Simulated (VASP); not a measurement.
OSZICAR of a VASP run on Sn₂C₆ (ordered alloy cell):

**OSZICAR**
```
       N       E                     dE             d eps       ncg     rms          rms(c)
DAV:   1     0.541423054619E+03    0.54142E+03   -0.24630E+04   834   0.215E+03
DAV:   2     0.247675659860E+02   -0.51666E+03   -0.50158E+03   865   0.580E+02
DAV:   3    -0.617262379150E+02   -0.86494E+02   -0.83750E+02   976   0.201E+02
DAV:   4    -0.670052656452E+02   -0.52790E+01   -0.52401E+01   955   0.536E+01
DAV:   5    -0.672438420511E+02   -0.23858E+00   -0.23847E+00  1209   0.109E+01    0.132E+01
DAV:   6    -0.610842300636E+02    0.61596E+01   -0.16785E+01  1273   0.404E+01    0.650E+00
DAV:   7    -0.608367375188E+02    0.24749E+00   -0.37478E+00   918   0.895E+00    0.321E+00
DAV:   8    -0.607960613631E+02    0.40676E-01   -0.32087E-01  1181   0.533E+00    0.808E-01
DAV:   9    -0.607901093628E+02    0.59520E-02   -0.54574E-02  1277   0.183E+00    0.157E-01
DAV:  10    -0.607909767730E+02   -0.86741E-03   -0.49257E-03  1080   0.484E-01    0.109E-01
DAV:  11    -0.607913449058E+02   -0.36813E-03   -0.66792E-04  1174   0.164E-01    0.311E-02
DAV:  12    -0.607913930491E+02   -0.48143E-04   -0.14399E-04   953   0.106E-01    0.144E-02
DAV:  13    -0.607914016429E+02   -0.85937E-05   -0.13295E-05   878   0.198E-02    0.665E-03
DAV:  14    -0.607914016003E+02    0.42529E-07   -0.81368E-07   641   0.821E-03
   1 F= -.60791402E+02 E0= -.60791402E+02  d E =-.607914E+02
```

**Question.** Which electronic solver shows in the log?

**Answer.** It is blocked Davidson (ALGO = Normal, or the opening steps of other solvers). The INCAR had ALGO = Normal.

**Question.** Can the final energy be trusted as converged?

**Answer.** Self-consistency was reached. It stopped with EDIFF = 1E-6, NELM = 100, NSW = 60 and EDIFFG = -0.02 after 1 ionic step (PBEsol GGA, plane waves, VASP's PBE PAW potentials (set 64)).

The structure was generated: Sn2C6 was put into an ordered model structure (R-3m), which need not be its known phase. It was relaxed first, which changed the volume by +51 %. The start is the result of an earlier pass.
